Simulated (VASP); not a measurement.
Input:

```
CELL_PARAMETERS angstrom
      0.00000     2.79414     2.79414
      2.79414     0.00000     2.79414
      2.79414     2.79414     0.00000
ATOMIC_POSITIONS crystal
  Mo 0.00000 0.00000 0.00000
  As 0.25000 0.25000 0.25000
```

All values below come from PBEsol GGA, VASP's PBE PAW potentials (set 64) (plane waves; VASP). Run with 400 eV cut-off, Gaussian smearing of 0.050 eV, potentials Mo_sv As.

**Question.** Predict the band gap (along the path) with the smallest direct gap where there is one.

**Answer.** 
```yaml
band gap (along the path): none (metal, semimetal or under 0.01 eV)
```

Only differences to runs with the same potentials and settings are physical.

The structure was generated: MoAs was put into the zinc blende type (F-43m), which need not be its known phase. It was relaxed first, which changed the volume by -30 %. The electron count is odd and the run is not spin-polarised, which forces a metal.
